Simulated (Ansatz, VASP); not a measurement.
## Ge (Germanium): VASP beside Ansatz

One calculation is typed for both programs; each brings its own data sets. How far apart do they land? The structure shown is the start of the Ansatz relaxation below; VASP solves that cell, so the two are compared at the walk's first step.

Main program and level: Ansatz 0.2.0; plane waves, with VASP 6.6.1 beside it; single point at r2SCAN.

## Step 1: Starting point

The structure is orthorhombic, space group Imma (No. 74). Conventional cell: a = 3.932 Å, b = 4.013 Å, c = 5.693 Å, α = 90.00°, β = 90.00°, γ = 90.00°. Nearest to Ge lie 4 Ge at 2.43 to 2.46 Å.

## Step 2: Ansatz: relaxation, r2SCAN

Ansatz runs on its PAW soft_1 files.

The two programs are compared at the cell with which this relaxation starts, whose forces are those of its first step.

input.yaml reads:

```yaml
crystal:
  lattice:
    - [-0.0286979326, 2.8088802622, 2.8465907751]
    - [2.8088802622, -0.0286979326, 2.8465907751]
    - [2.7801823296, 2.7801823296, 0.0]
  atoms:
    - { symbol: Ge, position: [0.4993578918, 0.4993578918, 0.5006135936] }
    - { symbol: Ge, position: [0.7506421082, 0.7506421082, 0.7493864064] }
  conventional_axes: [[0, 0, 1], [1, -1, 0], [1, 1, -1]]
kpoints:
  mp_grid: { grid: [12, 12, 12], shift: [0.5, 0.5, 0.5] }
hamiltonian:
  xc: r2scan
  pseudopotentials: { kind: paw, azcp: { folder: soft_1 } }
scf:
  occupations: { method: gaussian, width: 0.02 }
output:
  forces: true
  stress: true
  eigenvalues: true
relax:
  adjacent_minimum: "off"
  f_tol: 0.001
  max_steps: 60
  cell: { stress_tol: 0.01, fix: [a, angles] }
```

The run is started by

```sh
$ ansatz run input.yaml --threads 4 --pin off --max-ram 10240MiB --backend cpu --events-out ev --progress --plain --runs-dir out
```

Numbers of over 12 decimals in the logs are rounded to 6 here.

The log of the run:

```text
Engine: ansatz 0.2.0, aarch64-unknown-linux-gnu
Pseudopotentials: kind: paw
Pseudopotential: Ge, paw, valence charge 14, recommended cutoff 500 eV (meta_gga), soft_1/Ge.paw.azcp
Functional definition: r2SCAN
  parameter k0 = 0.174
  parameter k1 = 0.065
  parameter a1 = 4.9479
  exchange = r2scan_x(k0 = k0, k1 = k1, a1 = a1)
  correlation = r2scan_c
Crystal: 2 atoms, lattice volume = 44.913 Å³
Basis set: ecut = 500 eV, 1151 PW (Γ), exchange–correlation on 120×120×120 points (64 copies of the dense FFT grid, shifted against one another)
Bands: 18, of which v1, the nominal top of the filled ones, is band 14 counted from 1 (13 counted from 0)
Symmetry: 4 space group operations
Space group: C2/m (ITA 12), of the structure as read, at distance tolerance 3.6e-5 Å
k-points: 468 of 1728
Non-local potential: Ge, projectors of the file, l = 0: 2, l = 1: 2, l = 2: 3, l = 3: 1
PAW form: soft (Blöchl's): semilocal exchange-correlation on the pseudo side does not see the compensation charge
PAW frozen core: Ge, regenerated for the run's functional (the file was generated under x = pbe(κ = 0.804, μ = 0.219515), c = pbe(β = 0.066725))
PAW one-centre angular grid: Ge, 590 points (default); XC on 160 Gauss nodes
Initial density: superposition of atomic densities (chi_scale 0.1, normalization cell)
Initial wavefunctions: pseudopotential atomic-orbital guess
Functional: x = r2scan, c = r2scan; τ floored in thin density (d = 2e-4 eV/Å³)
iter 1 solved again at ethr=1.72e-3 eV; its pass at ethr=3.10e-3 eV (dr2=4.82e-1 eV) is discarded
SCF iter   1: F=—  HF=-8605.750643 eV  |F-HF|=—  |Δ(HF+E_count)|=         —  Δρ=3.79e-2  dr2=4.87e-1  dr2_τ=4.83e-3  ethr=1.72e-3  ⟨swp⟩=1.0  Hψ=51551  notcnv=0
preconditioner: auto → none  [insulator: Δε(μ)=0.385 eV  Ē_g=24.385 eV  σ=0.020 eV  W_gap=1.00  n_scr=14 (ndim 8)  ℏωp=29.3 eV  f_vac=0.000  D(μ)=0.00/eV (n_scr^D=0)  ε∞_Penn≈2.4]
SCF iter   2: F=—  HF=-8605.792633 eV  |F-HF|=—  |Δ(HF+E_count)|=   4.20e-2  Δρ=1.93e-2  dr2=1.04e-1  dr2_τ=6.85e-4  ethr=1.72e-3  ⟨swp⟩=2.1  Hψ=10354  notcnv=0
SCF iter   3: F=—  HF=-8605.824307 eV  |F-HF|=—  |Δ(HF+E_count)|=   3.17e-2  Δρ=3.05e-3  dr2=1.69e-3  dr2_τ=3.56e-5  ethr=3.70e-4  ⟨swp⟩=3.2  Hψ=16955  notcnv=0
SCF iter   4: F=—  HF=-8605.822656 eV  |F-HF|=—  |Δ(HF+E_count)|=   1.65e-3  Δρ=6.56e-4  dr2=7.48e-5  dr2_τ=1.05e-6  ethr=6.05e-6  ⟨swp⟩=2.1  Hψ=16898  notcnv=0
SCF iter   5: F=—  HF=-8605.822688 eV  |F-HF|=—  |Δ(HF+E_count)|=   3.14e-5  Δρ=1.33e-4  dr2=3.15e-6  dr2_τ=6.31e-8  ethr=2.67e-7  ⟨swp⟩=2.0  Hψ=14976  notcnv=0
SCF iter   6: F=-8605.822689 eV  HF=-8605.822689 eV  |F-HF|=3.43e-9  |Δ(HF+E_count)|=   1.16e-6  Δρ=7.13e-6  dr2=1.80e-8  dr2_τ=6.81e-10  ethr=3.57e-10  ⟨swp⟩=3.9  Hψ=39083  notcnv=0
SCF 1 converged in 6 iterations: F = -8605.822689 eV  dr2 = 1.80e-8
  greatest PAW one-centre occupation: 0.998 electrons in one spin orbital (limit 2), on the Ge atom at site 1 (counted from 0), in its partial waves of l = 2
relax step   1: F+E_penalty+E_count = -8605.82268889 eV  Δ(F+E_penalty+E_count) = +0.000e0 eV  max|allowed force component| = 8.893e-2 eV/Å  Δτ_max = 0.0000 Å  P = +1.255 GPa  Ω = 44.913 Å³  fix = [a, alpha, beta, gamma]  reactions: a +3.305 GPa; beta +0.004 GPa/rad  (6 SCF iters, dr2 threshold 1.00e-7 eV, accepted)
[...]
relax step   2: F+E_penalty+E_count = -8605.82320840 eV  Δ(F+E_penalty+E_count) = -5.195e-4 eV  max|allowed force component| = 2.493e-4 eV/Å  Δτ_max = 0.0038 Å  P = +0.960 GPa  Ω = 45.079 Å³  energy of the carried Pulay correction = -2.466e-5 eV  fix = [a, alpha, beta, gamma]  reactions: a +2.909 GPa; beta +0.003 GPa/rad  (4 SCF iters, dr2 threshold 2.00e-7 eV, accepted)
[...]
relax step   3: F+E_penalty+E_count = -8605.82321264 eV  Δ(F+E_penalty+E_count) = -4.241e-6 eV  max|allowed force component| = 1.429e-3 eV/Å  Δτ_max = 0.0003 Å  P = +0.965 GPa  Ω = 45.076 Å³  energy of the carried Pulay correction = -2.414e-5 eV  fix = [a, alpha, beta, gamma]  reactions: a +2.902 GPa; beta +0.004 GPa/rad  (3 SCF iters, dr2 threshold 6.78e-9 eV, accepted)
[...]
relax step   4: F+E_penalty+E_count = -8605.82321338 eV  Δ(F+E_penalty+E_count) = -7.344e-7 eV  max|allowed force component| = 3.188e-5 eV/Å  Δτ_max = 0.0001 Å  P = +0.967 GPa  Ω = 45.075 Å³  energy of the carried Pulay correction = -2.396e-5 eV  fix = [a, alpha, beta, gamma]  reactions: a +2.903 GPa; beta +0.004 GPa/rad  (3 SCF iters, dr2 threshold 4.81e-10 eV, accepted)
[...]
relax step   5: F+E_penalty+E_count = -8605.82323795 eV  Δ(F+E_penalty+E_count) = -2.458e-5 eV  max|allowed force component| = 3.831e-5 eV/Å  Δτ_max = 0.0000 Å  P = +0.968 GPa  Ω = 45.075 Å³  fix = [a, alpha, beta, gamma]  reactions: a +2.903 GPa; beta +0.004 GPa/rad  stress off target by 7.11e-4 GPa on what of the cell is left free  SCF on the basis re-selected at this cell (its energy is not comparable with the rows above)  (5 SCF iters)
basis re-selected at this cell: Δ(F+E_penalty+E_count) = -2.458e-5 eV, ΔP = +0.000 GPa vs the last step (what re-selecting the basis moved, of the pressure what is left beyond the Pulay correction that the steps carried, after the strain that the cell walked since its last selection, with what the two solves' SCF thresholds leave and, on support functions, any second-order correction that the steps lacked; it is no m [...]
SCF converged after 5 iterations
Free energy (F): -8605.823238 eV
Harris-Foulkes:  -8605.823238 eV  (|F-HF|=1.82e-12)
Internal energy: -8605.823238 eV  (E = F + TS)
E sigma→0 (E₀):  -8605.823238 eV
Fermi energy:    8.570668 eV
--- Per-component energies (eV) ---
  E_band       = -317.447242
  E_kinetic    = 185.214814
  E_local      = -4495.679969  (includes V_loc(G=0)·N_el)
  E_nonlocal   = 436.780906
  E_hartree    = 2145.942011
  E_xc         = -131.918648
  E_vxc        = -136.897583  (∫ρ·V_xc dr)
  E_paw        = -4052.682427  (= ΣΔE_a)
  E_vpaw       = -605.911492  (= ΣTr[D̂ρ^β])
  E_aug_tail   = -0.000009  (compensation charges beyond the density's cutoff)
  E_vtau       = 7.162072  (kinetic-family band-sum trace: ∫τ·v_τ [+ j·A + Jᵃ·Aᵃ] dr)
  E_ewald      = -2691.308395
  E_core_change = -2.171521  (= ΣΔE_core)
  E_smearing   = -0.000000  (= −TS)
  E_closure    = -0.000000  (closes the sum)
  Σ components = -8605.823238   (vs F -8605.823238, Δ=0.00e0)
--- Forces (eV/Å), atoms counted from 1 ---
  atom   1  Ge     0.00000104     0.00000104    -0.00003831
  atom   2  Ge    -0.00000104    -0.00000104     0.00003831
  max |Σ_I F_I| component: 6.78e-21 eV/Å
--- Stress (GPa, compression-positive) ---
        1.451382       1.451436      -0.002529
        1.451436       1.451382      -0.002529
       -0.002529      -0.002529       0.000711
  P = ⅓ Tr σ = 0.9678 GPa (9.678 kbar)
--- Band table (eV; the first three rows and the last of 468) ---
  k-point 0: bands = [... 10 lower, -4.9024, 7.8397, 8.3113, 8.3552, 9.3141, 11.0684, 11.2672, 11.3397]
  k-point 1: bands = [... 10 lower, -4.7791, 6.6558, 7.8244, 8.2397, 9.7887, 11.1997, 11.4155, 12.2375]
  k-point 2: bands = [... 10 lower, -4.4783, 4.9701, 7.3791, 7.9100, 9.6982, 11.6679, 11.9975, 13.4631]
  k-point 467: bands = [... 10 lower, -2.5967, 0.5637, 6.1109, 6.7273, 9.4947, 12.2797, 12.6318, 16.3545]
--- Relaxed structure (4 steps of the walk, 4 accepted, 1 SCFs on fresh bases) ---
  F+E_penalty+E_count = -8605.82323795 eV   max|allowed force component| = 3.831e-5 eV/Å   (the final SCF, on the basis selected at the relaxed cell)
  cell:  # Å, volume = 45.0746 Å³
    - [-0.029018, 2.809200, 2.856161]
    - [2.809200, -0.029018, 2.856161]
    - [2.7801823296, 2.7801823296, 0.0]
  atoms:
    - { symbol: Ge, position: [0.498719, 0.498719, 0.501255] }
    - { symbol: Ge, position: [0.751281, 0.751281, 0.748745] }
```

In the SCF lines HF is the Harris–Foulkes energy and dr2 the Hartree energy of the density residual, in eV; the loop may stop once dr2 is under the threshold and the program's other checks hold. Hψ counts applications of the Hamiltonian.

[end of part 1 of 3]

[Lines on the potential files, build, host, timing and source positions are cut from VASP's logs without a mark.]

[Logs are printed without paths, hosts, clocks, repeated set-up lines and the standing remarks that a program may print on its own settings, such as how far it seeks lower states.]

[Hosts, paths, dates, database ids (printed as entryN), source tags and the programs' standing remarks are cut or masked in the printed files.]
